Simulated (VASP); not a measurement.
# MgO (Periclase): quasiparticle gap under strain

How does the quasiparticle gap of MgO (Periclase) follow strain, and does the starting functional get the slope right? The cell is of the rock-salt type, one of the forms listed for this formula, which need not be the common one. The start is a cell from a database of measured crystal structures.

Main program and level: VASP 6.6.1; PBE; plane waves and PAW (Mg_GW, O_GW), in the first sound run; inputs show where later runs differ.

The database entry behind the starting cell differs from later determinations by our own check (about 0.1 % long), so it need not match the best structure at ambient conditions.

**1. The starting structure**

The structure is cubic, space group Fm-3m (No. 225). The conventional cell has a = 4.217 Å, b = 4.217 Å, c = 4.217 Å, α = 90.00°, β = 90.00°, γ = 90.00°. Nearest to Mg lie 6 O at 2.11 Å. Nearest to O lie 6 Mg at 2.11 Å. Farther neighbours and most contacts between anions are not listed.

**2. Ground state**

The orbitals come from a self-consistent PBE run with a tight EDIFF and a narrow smearing. KPOINTS_OPT adds the bands along a path, which shows whether the mesh holds the band edges.

Contents of INCAR:

```
SYSTEM = MgO
PREC = Accurate
ENCUT = 440
EDIFF = 1E-08
NELM = 100
ISMEAR = 0
SIGMA = 0.01
LREAL = .FALSE.
ALGO = Normal
GGA = PE
NBANDS = 10
LORBIT = 11
LWAVE = .TRUE.
LCHARG = .FALSE.
KPAR = 8
```

Contents of POSCAR:

```
MgO
1.0
    0.0000000000      2.1085000000      2.1085000000
    2.1085000000      0.0000000000      2.1085000000
    2.1085000000      2.1085000000      0.0000000000
Mg O
1 1
Direct
    0.0000000000      0.0000000000      0.0000000000
    0.5000000000      0.5000000000      0.5000000000
```

Contents of KPOINTS:

```
Automatic mesh
0
Gamma
8 8 8
0 0 0
```

Contents of KPOINTS_OPT:

```
Line mode
12
Line-mode
Reciprocal
  0.00000000   0.00000000   0.00000000 GAMMA
  0.50000000   0.00000000   0.50000000 X

  0.50000000   0.00000000   0.50000000 X
  0.50000000   0.25000000   0.75000000 W

  0.50000000   0.25000000   0.75000000 W
  0.37500000   0.37500000   0.75000000 K

  0.37500000   0.37500000   0.75000000 K
  0.00000000   0.00000000   0.00000000 GAMMA

  0.00000000   0.00000000   0.00000000 GAMMA
  0.50000000   0.50000000   0.50000000 L

  0.50000000   0.50000000   0.50000000 L
  0.62500000   0.25000000   0.62500000 U

  0.62500000   0.25000000   0.62500000 U
  0.50000000   0.25000000   0.75000000 W

  0.50000000   0.25000000   0.75000000 W
  0.50000000   0.50000000   0.50000000 L

  0.50000000   0.50000000   0.50000000 L
  0.37500000   0.37500000   0.75000000 K

  0.62500000   0.25000000   0.62500000 U
  0.50000000   0.00000000   0.50000000 X
```

Potentials, in the order of the species: Mg_GW and O_GW (PBE family, release 64).

The run is started by

```console
> mpirun -np 8 vasp_std
```

What it wrote:

```text
[banner, memory and clock lines left out]
running    8 mpi-ranks, on    1 nodes
 distrk:  each k-point on    1 cores,    8 groups
 distr:  one band on    1 cores,    1 groups

 POSCAR found type information on POSCAR MgO
 POSCAR found :  2 types and       2 ions
|                                                                             |
|           W    W    AA    RRRRR   N    N  II  N    N   GGGG   !!!           |
|           W    W   A  A   R    R  NN   N  II  NN   N  G    G  !!!           |
|           W    W  A    A  R    R  N N  N  II  N N  N  G       !!!           |
|           W WW W  AAAAAA  RRRRR   N  N N  II  N  N N  G  GGG   !            |
|           WW  WW  A    A  R   R   N   NN  II  N   NN  G    G                |
|           W    W  A    A  R    R  N    N  II  N    N   GGGG   !!!           |
|                                                                             |
|     For optimal performance we recommend to set                             |
|       NCORE = 2 up to number-of-cores-per-socket                            |
|     NCORE specifies how many cores store one orbital (NPAR=cpu/NCORE).      |
|     This setting can greatly improve the performance of VASP for DFT.       |
|     The default, NCORE=1 might be grossly inefficient on modern             |
|     multi-core architectures or massively parallel machines. Do your        |
|     Unfortunately you need to use the default for GW and RPA                |
|     calculations (for HF NCORE is supported but not extensively tested      |
|     yet).                                                                   |
|                                                                             |

 LDA part: xc-table for (Slater+PW92), standard interpolation
 POSCAR, INCAR and KPOINTS ok, starting setup
 FFT: planning ... GRIDC
 FFT: planning ... GRID_SOFT
 FFT: planning ... GRID
 WAVECAR not read
 entering main loop
       N       E                     dE             d eps       ncg     rms          rms(c)
DAV:   1     0.319839757487E+02    0.31984E+02   -0.49999E+03   628   0.676E+02
DAV:   2    -0.122092186829E+02   -0.44193E+02   -0.40861E+02   640   0.214E+02
DAV:   3    -0.134701071858E+02   -0.12609E+01   -0.12596E+01   780   0.324E+01
DAV:   4    -0.134749453517E+02   -0.48382E-02   -0.48377E-02   686   0.207E+00
DAV:   5    -0.134749840927E+02   -0.38741E-04   -0.38740E-04   780   0.172E-01    0.712E+00
DAV:   6    -0.119437662875E+02    0.15312E+01   -0.89869E+00   804   0.280E+01    0.234E+00
DAV:   7    -0.119258645855E+02    0.17902E-01   -0.49986E-02   674   0.327E+00    0.136E+00
DAV:   8    -0.119186336995E+02    0.72309E-02   -0.28516E-02   626   0.294E+00    0.170E-01
DAV:   9    -0.119185715696E+02    0.62130E-04   -0.21959E-03   824   0.571E-01    0.772E-02
DAV:  10    -0.119186085847E+02   -0.37015E-04   -0.44764E-04   650   0.244E-01    0.600E-03
DAV:  11    -0.119186088700E+02   -0.28538E-06   -0.48369E-06   678   0.244E-02    0.346E-03
DAV:  12    -0.119186087664E+02    0.10368E-06   -0.34513E-07   668   0.565E-03    0.150E-03
DAV:  13    -0.119186087160E+02    0.50314E-07   -0.17789E-07   782   0.474E-03    0.729E-05
DAV:  14    -0.119186087042E+02    0.11803E-07   -0.78129E-10   372   0.365E-04    0.267E-05
DAV:  15    -0.119186087016E+02    0.26052E-08   -0.20459E-10   376   0.220E-04
   1 F= -.11918609E+02 E0= -.11918609E+02  d E =-.219966E-13
 Start KPOINTS_OPT (optional k-point list driver)
k-point batch [1-29\120]
       N       E                     dE             ncg
DAV:   1     0.559500937526E+03   -0.81665E+04      620
DAV:   2    -0.501780677772E+03   -0.10613E+04      676
DAV:   3    -0.534337232084E+03   -0.32557E+02      748
DAV:   4    -0.534499681062E+03   -0.16245E+00      680
DAV:   5    -0.534501408974E+03   -0.17279E-02      776
DAV:   6    -0.534501430327E+03   -0.21353E-04      726
DAV:   7    -0.534501430578E+03   -0.25055E-06      814
DAV:   8    -0.534501430578E+03   -0.75738E-09      650
[...]
k-point batch [117-120\120]
       N       E                     dE             ncg
DAV:   1     0.856084188824E+04   -0.13613E+04       96
DAV:   2     0.843992134528E+04   -0.12092E+03       94
DAV:   3     0.843695950399E+04   -0.29618E+01       96
DAV:   4     0.843694010540E+04   -0.19399E-01      106
DAV:   5     0.843693992308E+04   -0.18232E-03      108
DAV:   6     0.843693992164E+04   -0.14413E-05      100
DAV:   7     0.843693992162E+04   -0.22232E-07      116
DAV:   8     0.843693992162E+04   -0.16189E-09       84
 writing wavefunctions
```

The job ended after 3.6 s (8 MPI ranks of AMD EPYC 9R14 (Zen 4), shared host; peak memory 0.82 GiB).

Lines that name or quote the potential files are left out of all logs, and their timing lines are given in words.

OUTCAR, selected parts (step 2):

```text
ion  position               nearest neighbor table
   1  0.000  0.000  0.000-   2 2.11   2 2.11   2 2.11   2 2.11   2 2.11   2 2.11
   2  0.500  0.500  0.500-   1 2.11   1 2.11   1 2.11   1 2.11   1 2.11   1 2.11

  LATTYP: Found a face centered cubic cell.
 ALAT       =     4.2170000000

 Subroutine GETGRP returns: Found 48 space group operations
 (whereof 48 operations were pure point group operations)

The static configuration has the point symmetry O_h .

 Found     29 irreducible k-points:

   k-points           NKPTS =     29   k-points in BZ     NKDIM =     29   number of bands    NBANDS=     10

   dimension x,y,z NGX =    20 NGY =   20 NGZ =   20
   dimension x,y,z NGXF=    40 NGYF=   40 NGZF=   40

   ENCUT  =  440.0 eV  32.34 Ry    5.69 a.u.   5.10  5.10  5.10*2*pi/ulx,y,z

   NELECT =       8.0000    total number of electrons

 k-points in reciprocal lattice and weights: Automatic mesh
   0.00000000  0.00000000  0.00000000       0.002
   0.12500000  0.00000000  0.00000000       0.016
   0.25000000  0.00000000  0.00000000       0.016
   0.37500000  0.00000000  0.00000000       0.016
   0.50000000  0.00000000  0.00000000       0.008
   0.12500000  0.12500000  0.00000000       0.012
   0.25000000  0.12500000  0.00000000       0.047
   0.37500000  0.12500000  0.00000000       0.047
   0.50000000  0.12500000  0.00000000       0.047
[...]
-0.37500000  0.50000000  0.12500000       0.023
  -0.25000000  0.50000000  0.25000000       0.012

 average (electrostatic) potential at core
       1 -35.0746       2 -69.6292

 E-fermi :   3.2038

 k-point     1 :       0.0000    0.0000    0.0000
  band No.  band energies     occupation
      1     -14.0913      2.00000
      2       3.1578      2.00000
      3       3.1578      2.00000
      4       3.1578      2.00000
      5       7.8492      0.00000
      6      18.9458      0.00000
      7      18.9458      0.00000
      8      18.9458      0.00000
      9      22.8513      0.00000
    ...

 k-point     2 :       0.1250    0.0000    0.0000
  band No.  band energies     occupation
      1     -13.9273      2.00000
      2       2.2092      2.00000
      3       3.0588      2.00000
      4       3.0588      2.00000
      5       8.7655      0.00000
      6      17.2645      0.00000
      7      19.2999      0.00000
      8      19.2999      0.00000
      9      23.6010      0.00000
    ...

 k-point     3 :       0.2500    0.0000    0.0000
  band No.  band energies     occupation
      1     -13.5070      2.00000
      2       0.5085      2.00000
      3       2.8225      2.00000
      4       2.8225      2.00000
      5      10.2137      0.00000
      6      15.7125      0.00000
      7      19.7661      0.00000
      8      19.7661      0.00000
      9      23.2194      0.00000
    ...

  Total       -0.0348198     -0.0348198     -0.0348198     -0.0000000      0.0000000     -0.0000000
  in kB       -2.9756773     -2.9756773     -2.9756773     -0.0000000      0.0000000     -0.0000000
  external PRESSURE =      -2.9756773 kB  Pullay stress =       0.0000000 kB

  energy-cutoff  :      440.00
  volume of cell :       18.75
      direct lattice vectors                 reciprocal lattice vectors
     0.000000000  2.108500000  2.108500000    -0.237135404  0.237135404  0.237135404
     2.108500000  0.000000000  2.108500000     0.237135404 -0.237135404  0.237135404
     2.108500000  2.108500000  0.000000000     0.237135404  0.237135404 -0.237135404

 POSITION                                       TOTAL-FORCE (eV/Angst)
 -----------------------------------------------------------------------------------
      0.00000      0.00000      0.00000        -0.000000      0.000000     -0.000000
      2.10850      2.10850      2.10850         0.000000     -0.000000      0.000000
 -----------------------------------------------------------------------------------
    total drift:                                0.000000      0.000000      0.000000

  FREE ENERGIE OF THE ION-ELECTRON SYSTEM (eV)
  ---------------------------------------------------
  free  energy   TOTEN  =       -11.9186087016 eV

  energy  without entropy=      -11.9186087016  energy(sigma->0) =      -11.91860870

 total charge
# of ion       s       p       d       tot
------------------------------------------
    1        0.145   0.178   0.079   0.402
    2        1.521   3.516   0.000   5.038
--------------------------------------------------
tot          1.667   3.695   0.079   5.440

[... 3 further parts left out ...]
```

Numbers from this step:

* free energy (TOTEN): -11.92 eV
* Fermi energy: 3.204 eV
* pressure: -0.2976 GPa
* least gap on mesh and path: 4.691 eV
* least direct gap on mesh and path: 4.691 eV

The highest empty bands on the path are converged less tightly, to about 0.1 eV. The electronic bands at the labelled points (eV, zero at the valence-band top; v1 is the highest filled band, c1 the lowest empty one):

| point | v3 | v2 | v1 | c1 | c2 |
| --- | --- | --- | --- | --- | --- |
| Γ | 0.00 | 0.00 | 0.00 | 4.69 | 15.79 |
| 0.55 of the way | -2.87 | -0.82 | -0.82 | 8.40 | 10.81 |
| X | -4.07 | -1.34 | -1.34 | 9.12 | 9.93 |
| 0.55 of the way | -3.71 | -1.98 | -1.59 | 10.14 | 10.96 |
| W | -2.94 | -2.94 | -1.76 | 11.63 | 11.63 |
| 0.45 of the way | -3.31 | -2.69 | -1.49 | 10.74 | 11.89 |
| K | -3.48 | -2.70 | -1.14 | 10.08 | 11.73 |
| 0.45 of the way | -3.14 | -1.39 | -0.46 | 8.51 | 11.86 |
| Γ | 0.00 | 0.00 | 0.00 | 4.69 | 15.79 |
| 0.55 of the way | -2.95 | -0.38 | -0.38 | 7.26 | 12.42 |
| L | -4.60 | -0.65 | -0.65 | 7.88 | 12.56 |
| 0.45 of the way | -4.21 | -1.57 | -0.81 | 9.06 | 12.31 |
| U | -3.48 | -2.70 | -1.14 | 10.08 | 11.73 |
| 0.45 of the way | -3.36 | -2.69 | -1.40 | 10.56 | 11.84 |
| W | -2.94 | -2.94 | -1.76 | 11.63 | 11.63 |
| 0.45 of the way | -3.88 | -2.08 | -1.05 | 9.90 | 12.10 |
| L | -4.60 | -0.65 | -0.65 | 7.88 | 12.56 |
| 0.45 of the way | -4.21 | -1.57 | -0.81 | 9.06 | 12.31 |
| K | -3.48 | -2.70 | -1.14 | 10.08 | 11.73 |
| jump to U | -3.48 | -2.70 | -1.14 | 10.08 | 11.73 |
| 0.45 of the way | -3.89 | -1.87 | -1.28 | 9.56 | 10.55 |
| X | -4.07 | -1.34 | -1.34 | 9.12 | 9.93 |

Of the projections kept (Mg, O), the largest for each band there, as a share of the weight inside these atoms' spheres; weight between the spheres isn't counted:

| point | v3 | v2 | v1 | c1 | c2 |
| --- | --- | --- | --- | --- | --- |
| Γ | O 0.98 | O 0.98 | O 0.98 | O 0.54 | Mg 1.00 |
| X | O 0.84 | O 0.93 | O 0.93 | Mg 1.00 | Mg 0.89 |
| W | O 0.87 | O 0.87 | O 0.89 | O 0.68 | O 0.68 |
| K | O 0.86 | O 0.86 | O 0.94 | Mg 0.68 | Mg 0.67 |
| Γ | O 0.98 | O 0.98 | O 0.98 | O 0.54 | Mg 1.00 |
| L | O 0.79 | O 0.96 | O 0.96 | Mg 0.60 | O 0.72 |

The electronic bands as a text plot (rows in eV, shown from -4.6 to 9.7 only):

```
    9.4 |      ++ ++        +                        +     +   ++
    8.8 |     +  +                          +         +   +
    8.2 |    +               +             +           + +
    7.6 |                     +        ++++             +
    7.0 |   +                         +
    6.4 |                      +     +
    5.9 |  +                        +
    5.3 | +                     +  +
    4.7 |+                       ++
    4.1 |
    3.5 |
    2.9 |
    2.3 |
    1.7 |
    1.1 |
    0.5 |
   -0.1 |***                  *********
   -0.7 | * ***           ***** *  *   *******       ********
   -1.3 |  *   *****   ***   * *    *      ** ***  ** *   *  ****
   -1.9 |   *      ****     *        *       *   **  *     *   *
   -2.5 |            * *****  *               **** **       ***
   -3.1 |    **      ***     *        *         ****
   -3.7 |      **  **   *****          *     ***    *       ****
   -4.3 |        **                     *****        *******    *
         Γ       X    W  K        Γ      L     U  W     L   K|U X
```

The cell has a gap of 4.69 eV on mesh and path.

**3. Empty bands**

ALGO = Exact makes the empty bands from the converged ground state in one step. LOPTICS writes the k-derivatives of the orbitals (WAVEDER), which give the long-wavelength limit of the screening.

Contents of INCAR:

```
SYSTEM = MgO
PREC = Accurate
ENCUT = 440
ISMEAR = 0
SIGMA = 0.01
LREAL = .FALSE.
GGA = PE
NBANDS = 80
ALGO = Exact
NELM = 1
LWAVE = .TRUE.
LCHARG = .FALSE.
LOPTICS = .TRUE.
NEDOS = 1000
CSHIFT = 0.1
```

POSCAR is that of step 2.

KPOINTS is that of step 2.

The run is started by

```console
> mpirun -np 8 vasp_std
```

What it wrote:

```text
[banner, memory and clock lines left out]
running    8 mpi-ranks, on    1 nodes
 distrk:  each k-point on    8 cores,    1 groups
 distr:  one band on    1 cores,    8 groups

 POSCAR found type information on POSCAR MgO
 POSCAR found :  2 types and       2 ions
 [... a notice as in an earlier step ...]

 LDA part: xc-table for (Slater+PW92), standard interpolation
 found WAVECAR, reading the header
  number of bands has changed, file:    10 present:    80
  trying to continue reading WAVECAR, but it might fail
 POSCAR, INCAR and KPOINTS ok, starting setup
 FFT: planning ... GRIDC
 FFT: planning ... GRID_SOFT
 FFT: planning ... GRID
 reading WAVECAR
 random initialization beyond band           10
 the WAVECAR file was read successfully
 initial charge from wavefunction
 entering main loop
       N       E                     dE             d eps       ncg     rms          rms(c)
DIA:   1    -0.119186087006E+02   -0.11919E+02    0.00000E+00     0   0.000E+00
   1 F= -.11918609E+02 E0= -.11918609E+02  d E =-.741791E-46
 writing wavefunctions
 optical routines
 imaginary and real dielectric function
 recalculating local potential from charge density
 direction            1
 direction            2
 direction            3
```

Run time: 4 s. Hardware: 8 MPI ranks; peak memory 0.74 GiB.

Parts of OUTCAR (step 3):

```text
The static configuration has the point symmetry O_h .

 Found     29 irreducible k-points:

   k-points           NKPTS =     29   k-points in BZ     NKDIM =     29   number of bands    NBANDS=     80

   NELECT =       8.0000    total number of electrons

 E-fermi :   3.2558

 k-point     4 :       0.3750    0.0000    0.0000
  band No.  band energies     occupation
      1     -13.0334      2.00000
      2      -0.8966      2.00000
      3       2.6005      2.00000
      4       2.6005      2.00000
      5      10.9352      0.00000
      6      15.5017      0.00000
      7      19.5640      0.00000
      8      19.5640      0.00000
      9      24.2607      0.00000
    ...

  Total       -0.0348937     -0.0348937     -0.0348937      0.0000000      0.0000000     -0.0000000
  in kB       -2.9819980     -2.9819980     -2.9819980      0.0000000      0.0000000     -0.0000000
  external PRESSURE =      -2.9819980 kB  Pullay stress =       0.0000000 kB

 POSITION                                       TOTAL-FORCE (eV/Angst)
 -----------------------------------------------------------------------------------
      0.00000      0.00000      0.00000         0.000000     -0.000000      0.000000
      2.10850      2.10850      2.10850        -0.000000      0.000000     -0.000000
 -----------------------------------------------------------------------------------
    total drift:                                0.000000      0.000000      0.000000

  FREE ENERGIE OF THE ION-ELECTRON SYSTEM (eV)
  ---------------------------------------------------
  free  energy   TOTEN  =       -11.9186087006 eV

  energy  without entropy=      -11.9186087006  energy(sigma->0) =      -11.91860870

 plasma frequency squared (from intraband transitions) (eV^2)
  --------------------------------------------------------------------------------------
       0.000       0.000       0.000
      -0.000       0.000       0.000
       0.000       0.000       0.000

[... 13 parts as in an earlier step ...]
```

The gap is read on the k-mesh alone, so it is an upper bound where the band edges lie off the mesh, and a coarse mesh can show a gap where there is none.

Numbers from this step:

```yaml
gap_on_the_k_mesh: 4.691 eV
least_direct_gap_on_the_k_mesh: 4.691 eV
```

WAVECAR now holds 80 bands for 8 electrons. Its independent-particle dielectric tensor has xx, yy, zz = 3.2, 3.2, 3.2 on this mesh. It isn't tested for convergence in mesh or bands and lacks local fields, and at a small direct gap a coarse mesh makes it too large, which overscreens the GW step.

(Part 1 of 4 ends here.)

[Lines on the potential files, build, host, timing and source positions are cut from VASP's logs without a mark.]

[Logs are printed without paths, hosts, clocks, repeated set-up lines and the standing remarks that a program may print on its own settings, such as how far it seeks lower states.]

[Hosts, paths, dates, database ids (printed as entryN), source tags and the programs' standing remarks are cut or masked in the printed files.]

[Pressures printed for these runs are not shown converged in the cutoff: they can be off by several GPa and have the wrong sign.]

[In band tables of VASP the shares of atoms and orbitals are scaled to a sum of 1 inside the atoms' spheres.]
